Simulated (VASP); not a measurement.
# Si63P (a cell with a defect) in VASP: hyperfine couplings with PBE

Aim: the hyperfine couplings of Si63P (a cell with a defect) with PBE.

Program: VASP 6.6.1. These are calculated values, not measurements. Logs are shortened: lines on timing, memory, paths and dates and some standing lists are left out, and cuts for length are marked.

## 1. Starting point

The cell holds a defect, 64 atoms: a = 11.079 Å, b = 11.079 Å, c = 10.694 Å, α = 90.00°, β = 90.00°, γ = 90.00°.

The cell was built by a generator and needn't be a form met in nature.

## 2. Hyperfine couplings, PBE, collinear spin, ferromagnetic start

INCAR

```
PREC = Accurate
ENCUT = 350
EDIFF = 1E-7
ISMEAR = 0
SIGMA = 0.02
LREAL = F
LASPH = T
NELM = 120
ALGO = Normal
ISIF = 2
LWAVE = F
LCHARG = F
ISPIN = 2
MAGMOM = 0.5 0 0 0 0 0 0 0 0 0 0 0 0 0 0 0 0 0 0 0 0 0 0 0 0 0 0 0 0 0 0 0 0 0 0 0 0 0 0 0 0 0 0 0 0 0 0 0 0 0 0 0 0 0 0 0 0 0 0 0 0 0 0 0
LORBIT = 11
NUPDOWN = 1
GGA = PE
LHYPERFINE = T
```

KPOINTS

```
regular mesh
0
Gamma
  1 1 1
```

POSCAR

```
Si63P
1.0
   11.0792400000      0.0000000000      0.0000000000
    0.0000000000     11.0792400000      0.0000000000
    0.0000000000      0.0000000000     10.6942907200
P Si
1 63
Direct
    0.0000000000      0.0000000000      0.0000000000
    0.0000000000      0.2500000000      0.2500000000
    0.2500000000      0.0000000000      0.2500000000
    0.2500000000      0.2500000000      0.0000000000
    0.1250000000      0.1250000000      0.1250000000
    0.1250000000      0.3750000000      0.3750000000
    0.3750000000      0.1250000000      0.3750000000
    0.3750000000      0.3750000000      0.1250000000
    0.0000000000      0.0000000000      0.5000000000
    0.0000000000      0.2500000000      0.7500000000
    0.2500000000      0.0000000000      0.7500000000
    0.2500000000      0.2500000000      0.5000000000
    0.1250000000      0.1250000000      0.6250000000
    0.1250000000      0.3750000000      0.8750000000
    0.3750000000      0.1250000000      0.8750000000
    0.3750000000      0.3750000000      0.6250000000
    0.0000000000      0.5000000000      0.0000000000
    0.0000000000      0.7500000000      0.2500000000
    0.2500000000      0.5000000000      0.2500000000
    0.2500000000      0.7500000000      0.0000000000
    0.1250000000      0.6250000000      0.1250000000
    0.1250000000      0.8750000000      0.3750000000
    0.3750000000      0.6250000000      0.3750000000
    0.3750000000      0.8750000000      0.1250000000
    0.0000000000      0.5000000000      0.5000000000
    0.0000000000      0.7500000000      0.7500000000
    0.2500000000      0.5000000000      0.7500000000
    0.2500000000      0.7500000000      0.5000000000
    0.1250000000      0.6250000000      0.6250000000
    0.1250000000      0.8750000000      0.8750000000
    0.3750000000      0.6250000000      0.8750000000
    0.3750000000      0.8750000000      0.6250000000
    0.5000000000      0.0000000000      0.0000000000
    0.5000000000      0.2500000000      0.2500000000
    0.7500000000      0.0000000000      0.2500000000
    0.7500000000      0.2500000000      0.0000000000
    0.6250000000      0.1250000000      0.1250000000
    0.6250000000      0.3750000000      0.3750000000
    0.8750000000      0.1250000000      0.3750000000
    0.8750000000      0.3750000000      0.1250000000
    0.5000000000      0.0000000000      0.5000000000
    0.5000000000      0.2500000000      0.7500000000
    0.7500000000      0.0000000000      0.7500000000
    0.7500000000      0.2500000000      0.5000000000
    0.6250000000      0.1250000000      0.6250000000
    0.6250000000      0.3750000000      0.8750000000
    0.8750000000      0.1250000000      0.8750000000
    0.8750000000      0.3750000000      0.6250000000
    0.5000000000      0.5000000000      0.0000000000
    0.5000000000      0.7500000000      0.2500000000
    0.7500000000      0.5000000000      0.2500000000
    0.7500000000      0.7500000000      0.0000000000
    0.6250000000      0.6250000000      0.1250000000
    0.6250000000      0.8750000000      0.3750000000
    0.8750000000      0.6250000000      0.3750000000
    0.8750000000      0.8750000000      0.1250000000
    0.5000000000      0.5000000000      0.5000000000
    0.5000000000      0.7500000000      0.7500000000
    0.7500000000      0.5000000000      0.7500000000
    0.7500000000      0.7500000000      0.5000000000
    0.6250000000      0.6250000000      0.6250000000
    0.6250000000      0.8750000000      0.8750000000
    0.8750000000      0.6250000000      0.8750000000
    0.8750000000      0.8750000000      0.6250000000
```

Potentials or basis: VASP PAW PBE potentials, release 64 (P, Si).

On the command line:

```console
> cat potpaw_PBE.64/P/POTCAR potpaw_PBE.64/Si/POTCAR > POTCAR
> mpirun -np 1 vasp_std > vasp.out
```

OUTCAR:

```text
PREC = Accurate
   ENCUT = 350
   EDIFF = 1E-7
   ISMEAR = 0
   LREAL = F
   LASPH = T
   NELM = 120
   ISIF = 2
   ISPIN = 2
   LORBIT = 11
   NUPDOWN = 1
   GGA = PE

 ion  position               nearest neighbor table
   1  0.000  0.000  0.000-   5 2.37  30 2.37  47 2.37  56 2.37
   2  0.000  0.250  0.250-   5 2.37   6 2.37  39 2.37  40 2.37
   3  0.250  0.000  0.250-   5 2.37   7 2.37  22 2.37  24 2.37
   4  0.250  0.250  0.000-   5 2.37   8 2.37  14 2.37  15 2.37
   5  0.125  0.125  0.125-   1 2.37   2 2.37   3 2.37   4 2.37
   6  0.125  0.375  0.375-   2 2.37  12 2.37  19 2.37  25 2.37
[... 56 lines left out ...]
  63  0.875  0.625  0.875-  17 2.37  26 2.37  52 2.37  59 2.37
  64  0.875  0.875  0.625-   9 2.37  26 2.37  43 2.37  60 2.37

  LATTYP: Found a simple tetragonal cell.
 ALAT       =    11.0792400000
 C/A-ratio  =     0.9652549020

  Lattice vectors:

 A1 = (  11.0792400000,   0.0000000000,   0.0000000000)
 A2 = (   0.0000000000,  11.0792400000,   0.0000000000)
 A3 = (   0.0000000000,   0.0000000000,  10.6942907200)

Analysis of symmetry for initial positions (statically):
=====================================================================
 Subroutine PRICEL returns:
 Original cell was already a primitive cell.

 Routine SETGRP: Setting up the symmetry group for a
 simple tetragonal supercell.

 Subroutine GETGRP returns: Found  8 space group operations
 (whereof  8 operations were pure point group operations)
 out of a pool of 16 trial point group operations.

The static configuration has the point symmetry D_2d.

Analysis of symmetry for dynamics (positions and initial velocities):
=====================================================================
 Subroutine PRICEL returns:
 Original cell was already a primitive cell.

 Routine SETGRP: Setting up the symmetry group for a
 simple tetragonal supercell.

[... 579 lines left out ...]
  energy-cutoff  :      350.00
  volume of cell :     1312.72
      direct lattice vectors                 reciprocal lattice vectors
    11.079240000  0.000000000  0.000000000     0.090258899  0.000000000  0.000000000
     0.000000000 11.079240000  0.000000000     0.000000000  0.090258899  0.000000000
     0.000000000  0.000000000 10.694290720     0.000000000  0.000000000  0.093507838

 POSITION                                       TOTAL-FORCE (eV/Angst)
 -----------------------------------------------------------------------------------
      0.00000      0.00000      0.00000         0.000000      0.000000      0.000000
      0.00000      2.76981      2.67357        -0.153078     -0.054666     -0.080940
      2.76981      0.00000      2.67357        -0.054666     -0.153078     -0.080940
      2.76981      2.76981      0.00000        -0.042373     -0.042373     -0.107318
      1.38491      1.38491      1.33679         0.129244      0.129244      0.010085
      1.38491      4.15472      4.01036         0.159058     -0.104451     -0.043246
[... 56 lines left out ...]
      9.69434      6.92453      9.35750        -0.025482      0.027521     -0.005992
      9.69434      9.69434      6.68393        -0.029022     -0.029022     -0.013993
 -----------------------------------------------------------------------------------
    total drift:                                0.000000      0.000000      0.000000

  FREE ENERGIE OF THE ION-ELECTRON SYSTEM (eV)
  ---------------------------------------------------
  free  energy   TOTEN  =      -340.0860087272 eV

  energy  without entropy=     -340.0859939940  energy(sigma->0) =     -340.08600136

 Fermi contact (isotropic) hyperfine coupling parameter (MHz)
 -------------------------------------------------------------
  ion      A_pw      A_1PS     A_1AE     A_1c      A_tot
 -------------------------------------------------------------
   1       0.007     0.014    39.341     0.538    39.334
   2       0.001     0.001     1.079     0.022     1.079
   3       0.001     0.001     1.079     0.022     1.079
   4       0.001     0.001     1.290     0.024     1.290
   5      -0.026    -0.025     0.616    -0.045     0.614
   6      -0.003    -0.003     0.548     0.004     0.548
[... 56 lines left out ...]
  63      -0.005    -0.005     0.374    -0.003     0.374
  64      -0.003    -0.003     0.075    -0.005     0.075
 -------------------------------------------------------------

 Dipolar hyperfine coupling parameters (MHz)
 ---------------------------------------------------------------------
  ion      A_xx      A_yy      A_zz      A_xy      A_xz      A_yz
 ---------------------------------------------------------------------
   1      -0.167    -0.167     0.334    -0.000     0.000     0.000
   2      -0.041    -0.019     0.060     0.033     0.034     0.012
   3      -0.019    -0.041     0.060     0.033     0.012     0.034
   4      -0.067    -0.067     0.135    -0.030    -0.008    -0.008
   5      -0.217    -0.217     0.435     0.178     0.490     0.490
   6       0.003    -0.059     0.056     0.018    -0.114    -0.004
[... 56 lines left out ...]
  63      -0.082    -0.084     0.166    -0.034     0.077    -0.062
  64      -0.054    -0.054     0.107     0.036    -0.060    -0.060
 ---------------------------------------------------------------------

 Total hyperfine coupling parameters after diagonalization (MHz)
 (convention: |A_zz| > |A_xx| > |A_yy|)
 ----------------------------------------------------------------------
  ion      A_xx      A_yy      A_zz     asymmetry (A_yy - A_xx)/ A_zz
 ----------------------------------------------------------------------
   1      39.167    39.167    39.669      -0.000
   2       1.072     1.010     1.155      -0.053
   3       1.072     1.010     1.155      -0.053
   4       1.253     1.192     1.426      -0.043
   5       0.219     0.079     1.545      -0.090
   6       0.492     0.456     0.695      -0.052
[... 56 lines left out ...]
  63       0.287     0.256     0.579      -0.053
  64      -0.015     0.014     0.225       0.129
 ---------------------------------------------------------------------

 total charge

# of ion       s       p       d       tot
------------------------------------------
    1        1.029   1.471   0.000   2.500
    2        0.738   0.942   0.000   1.680
    3        0.738   0.942   0.000   1.680
    4        0.738   0.942   0.000   1.680
    5        0.741   0.907   0.000   1.648
    6        0.737   0.942   0.000   1.679
[... 56 lines left out ...]
   63        0.737   0.944   0.000   1.681
   64        0.737   0.945   0.000   1.682
--------------------------------------------------
tot         47.533  60.717   0.000 108.250

 magnetization (x)

# of ion       s       p       d       tot
------------------------------------------
    1        0.026  -0.001   0.000   0.025
    2        0.001  -0.001   0.000  -0.000
    3        0.001  -0.001   0.000  -0.000
    4        0.001  -0.001   0.000   0.000
    5        0.001   0.011   0.000   0.012
    6        0.001   0.001   0.000   0.002
[... 56 lines left out ...]
   63        0.000   0.002   0.000   0.002
   64        0.000   0.001   0.000   0.002
--------------------------------------------------
tot          0.102   0.066   0.000   0.168
```

Run time: 18 min. Hardware: 1 thread of Intel Xeon 6975P-C (Granite Rapids), shared host; peak memory 1 GiB.

What came out:

- Free energy: -340.0860 eV
- Pressure: 0.0 GPa
- Largest force: 0.195 eV/Å
- Net moment: 1.00 μB per cell
- Site moments: P +0.03; Si -0.00, +0.00, +0.01 μB
- Valence electrons inside the program's atomic spheres: P 2.50; Si 1.68, 1.65, 1.69

Forces on the atoms (eV/Å):
```
P    0.000  0.000  0.000
Si  -0.153 -0.055 -0.081
Si  -0.055 -0.153 -0.081
Si  -0.042 -0.042 -0.107
Si   0.129  0.129  0.010
Si   0.159 -0.104 -0.043
Si  -0.104  0.159 -0.043
Si  -0.059 -0.059  0.120
Si   0.000  0.000  0.000
Si   0.153 -0.055  0.081
Si  -0.055  0.153  0.081
Si  -0.006 -0.006 -0.013
Si   0.029  0.029 -0.014
Si   0.025 -0.028 -0.006
Si  -0.028  0.025 -0.006
Si  -0.010 -0.010  0.010
Si   0.000  0.000  0.000
Si   0.153  0.055 -0.081
Si   0.011 -0.010 -0.039
Si  -0.042  0.042  0.107
Si   0.025  0.028  0.006
Si   0.029 -0.029  0.014
Si  -0.010  0.010 -0.010
Si  -0.028 -0.025  0.006
Si   0.000  0.000  0.000
Si  -0.153  0.055  0.081
Si   0.011  0.010  0.039
Si  -0.006  0.006  0.013
Si   0.159  0.104  0.043
Si   0.129 -0.129 -0.010
Si  -0.059  0.059 -0.120
Si  -0.104 -0.159  0.043
Si   0.000  0.000  0.000
Si  -0.010  0.011 -0.039
Si   0.055  0.153 -0.081
Si   0.042 -0.042  0.107
Si   0.028  0.025  0.006
Si   0.010 -0.010 -0.010
Si  -0.029  0.029  0.014
Si  -0.025 -0.028  0.006
Si   0.000  0.000  0.000
Si   0.010  0.011  0.039
Si   0.055 -0.153  0.081
Si   0.006 -0.006  0.013
Si   0.104  0.159  0.043
Si   0.059 -0.059 -0.120
Si  -0.129  0.129 -0.010
Si  -0.159 -0.104  0.043
Si   0.000  0.000  0.000
Si   0.010 -0.011 -0.039
Si  -0.011  0.010 -0.039
Si   0.042  0.042 -0.107
Si   0.059  0.059  0.120
Si   0.104 -0.159 -0.043
Si  -0.159  0.104 -0.043
Si  -0.129 -0.129  0.010
Si   0.000  0.000  0.000
Si  -0.010 -0.011  0.039
Si  -0.011 -0.010  0.039
Si   0.006  0.006 -0.013
Si   0.010  0.010  0.010
Si   0.028 -0.025 -0.006
Si  -0.025  0.028 -0.006
Si  -0.029 -0.029 -0.014
```

Hyperfine coupling, principal values (MHz):
| atom | values |
| --- | --- |
| 1 P | 39.2, 39.2, 39.7 |
| 2 Si | 1.1, 1.0, 1.2 |
| 3 Si | 1.1, 1.0, 1.2 |
| 4 Si | 1.3, 1.2, 1.4 |
| 5 Si | 0.2, 0.1, 1.5 |
| 6 Si | 0.5, 0.5, 0.7 |
| 7 Si | 0.5, 0.5, 0.7 |
| 8 Si | 0.1, 0.0, 0.6 |
| 9 Si | 1.7, 1.7, 1.7 |
| 10 Si | 1.1, 1.0, 1.2 |
| 11 Si | 1.1, 1.0, 1.2 |
| 12 Si | 0.1, 0.1, 0.2 |
| 13 Si | 0.0, 0.0, 0.2 |
| 14 Si | 0.3, 0.3, 0.6 |
| 15 Si | 0.3, 0.3, 0.6 |
| 16 Si | -0.2, 0.0, -0.2 |
| 17 Si | 2.1, 2.1, 2.2 |
| 18 Si | 1.1, 1.0, 1.2 |
| 19 Si | 2.1, 2.0, 2.1 |
| 20 Si | 1.3, 1.2, 1.4 |
| 21 Si | 0.3, 0.3, 0.6 |
| 22 Si | 0.0, 0.0, 0.2 |
| 23 Si | -0.2, 0.0, -0.2 |
| 24 Si | 0.3, 0.3, 0.6 |
| 25 Si | 11.2, 11.1, 11.3 |
| 26 Si | 1.1, 1.0, 1.2 |
| 27 Si | 2.1, 2.0, 2.1 |
| 28 Si | 0.1, 0.1, 0.2 |
| 29 Si | 0.5, 0.5, 0.7 |
| 30 Si | 0.2, 0.1, 1.5 |
| 31 Si | 0.1, 0.0, 0.6 |
| 32 Si | 0.5, 0.5, 0.7 |
| 33 Si | 2.1, 2.1, 2.2 |
| 34 Si | 2.1, 2.0, 2.1 |
| 35 Si | 1.1, 1.0, 1.2 |
| 36 Si | 1.3, 1.2, 1.4 |
| 37 Si | 0.3, 0.3, 0.6 |
| 38 Si | -0.2, 0.0, -0.2 |
| 39 Si | 0.0, 0.0, 0.2 |
| 40 Si | 0.3, 0.3, 0.6 |
| 41 Si | 11.2, 11.1, 11.3 |
| 42 Si | 2.1, 2.0, 2.1 |
| 43 Si | 1.1, 1.0, 1.2 |
| 44 Si | 0.1, 0.1, 0.2 |
| 45 Si | 0.5, 0.5, 0.7 |
| 46 Si | 0.1, 0.0, 0.6 |
| 47 Si | 0.2, 0.1, 1.5 |
| 48 Si | 0.5, 0.5, 0.7 |
| 49 Si | 13.4, 13.4, 13.7 |
| 50 Si | 2.1, 2.0, 2.1 |
| 51 Si | 2.1, 2.0, 2.1 |
| 52 Si | 1.3, 1.2, 1.4 |
| 53 Si | 0.1, 0.0, 0.6 |
| 54 Si | 0.5, 0.5, 0.7 |
| 55 Si | 0.5, 0.5, 0.7 |
| 56 Si | 0.2, 0.1, 1.5 |
| 57 Si | 1.5, 1.5, 1.5 |
| 58 Si | 2.1, 2.0, 2.1 |
| 59 Si | 2.1, 2.0, 2.1 |
| 60 Si | 0.1, 0.1, 0.2 |
| 61 Si | -0.2, 0.0, -0.2 |
| 62 Si | 0.3, 0.3, 0.6 |
| 63 Si | 0.3, 0.3, 0.6 |
| 64 Si | 0.0, 0.0, 0.2 |

Caveat: the total moment is fixed, so each spin has its own Fermi level.
